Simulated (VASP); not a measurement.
# GaH₂BrO: harmonic vibrations of a molecule

GaH₂BrO, molecule in box, 5 atoms in the cell. PBE, harmonic vibrations; PAW potentials O, Ga_d, Br, H (PBE set).

## Input

INCAR.step1:
```
SYSTEM = GaH2BrO
PREC     = Accurate       ! precision mode
ENCUT    = 400            ! plane-wave cutoff, eV
EDIFF    = 1E-8           ! SCF threshold, eV
ISMEAR   = 0              ! smearing method
SIGMA    = 0.01           ! smearing width, eV
ISYM     = 0            
LREAL    = .False.        ! projectors in reciprocal space
LASPH    = .True.         ! aspherical terms in the spheres
NELM     = 100            ! most SCF steps
ALGO     = Normal         ! electronic algorithm
LWAVE    = .False.        ! write WAVECAR
LCHARG   = .False.        ! write CHGCAR
IBRION   = 2              ! ionic algorithm
NSW      = 60             ! ionic steps
ISIF     = 2              ! what is computed and relaxed
EDIFFG   = -0.002         ! ionic threshold
POTIM    = 0.5            ! step
```

INCAR.step2, as INCAR.step1 but for:
```
- IBRION = 2
- NSW = 60
- ISIF = 2
- EDIFFG = -0.002
- POTIM = 0.5
+ IBRION = 5
+ NFREE = 2
+ POTIM = 0.015
+ NSW = 1
```

KPOINTS:
```
k-points
0
Gamma
  1 1 1
```

POSCAR.step1:
```
GaH2BrO
1.0
   12.0000000000      0.0000000000      0.0000000000
    0.0000000000     13.0000000000      0.0000000000
    0.0000000000      0.0000000000     11.0000000000
O Ga Br H
1 1 1 2
Direct
    0.4141666700      0.5320538500      0.4493045500
    0.5525500000      0.5310538500      0.5056954500
    0.6201166700      0.3726846200      0.5595045500
    0.3803083300      0.4651461500      0.4466772700
    0.6218583300      0.6305461500      0.5172954500
```

Commands (each step's output is kept before the next begins):
```
cat potpaw_PBE.64/O/POTCAR potpaw_PBE.64/Ga_d/POTCAR potpaw_PBE.64/Br/POTCAR potpaw_PBE.64/H/POTCAR > POTCAR
cp INCAR.step1 INCAR
cp POSCAR.step1 POSCAR
mpirun -np 4 vasp_gam > vasp.out
cp CONTCAR POSCAR
cp INCAR.step2 INCAR
mpirun -np 4 vasp_gam > vasp.out
```

## Result

- Vibrations (cm⁻¹; a negative value is imaginary): 3739, 2019, 850, 662, 551, 485, 362, 284, 140
- Zero-point energy (eV): 0.564
- Translations and rotations, which should read zero (cm⁻¹): -8, -3, -1, 4, 10, 20
- Vibrational entropy at 298 K (meV/K): 0.312
- Displaced cells: 30
- Ionic steps, all stages: 54
- Electronic steps, all stages: 923

VASP 6.6.1 took 994 s on 4 cores (Intel Xeon Platinum 8488C (Sapphire Rapids)), a shared host.
